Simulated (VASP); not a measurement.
Data:

```
CELL_PARAMETERS angstrom
     -1.61339     1.61339     3.94736
      1.61339    -1.61339     3.94736
      1.61339     1.61339    -3.94736
ATOMIC_POSITIONS crystal
  Si 0.66497 0.66497 0.00000
  Si 0.33503 0.33503 0.00000
  Mo 0.00000 0.00000 0.00000
```

Calculation: revPBE GGA, VASP's PBE PAW potentials (set 64) (plane waves; VASP 6.6.1). Settings: 520 eV cut-off, 12×12×12 Γ-centred mesh, first-order Methfessel-Paxton smearing of 0.10 eV, potentials Si Mo_sv.

Predict the energy per atom (σ→0), band gap (on the k-mesh) with the smallest direct gap where there is one.

```
Item                                                         Value
------------------------  ----------------------------------------
band gap (on the k-mesh)  none (metal, semimetal or under 0.01 eV)
energy per atom (σ→0)                               -7.445 eV/atom
```

Only differences to runs with the same potentials and settings are physical.

The compound is MoSi2 in the MoSi2 type structure. It was relaxed first. The start is the result of an earlier pass.
